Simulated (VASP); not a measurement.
Energy against volume of NiSi2 (fluorite). All values below come from rev-vdW-DF2, VASP's PBE PAW potentials (set 64) (plane waves; VASP 6.6.1). Run with 520 eV cut-off, 10×10×10 Γ-centred mesh, first-order Methfessel-Paxton smearing of 0.10 eV, potentials Si Ni.

| V (Å³/atom) | E (eV/atom) |
|---|---|
| 12.622 | -4.30902 |
| 13.025 | -4.32614 |
| 13.428 | -4.32998 |
| 13.831 | -4.32295 |

Problem. Fit these four points and predict the energy of the run at 14.233 Å³/atom.

Solution. A cubic in V^(−2/3), the third-order Birch-Murnaghan form, passes through the four points with V0 = 13.36 Å³/atom and B0 = 148 GPa, and gives -4.3071 eV/atom there. The run gave -4.3072 eV/atom, -0.1 meV/atom from the fit; all five points give B0 = 148 GPa.

The compound is NiSi2 in the fluorite structure. It was relaxed first. The run is not spin-polarised, so no magnetic state was tried.
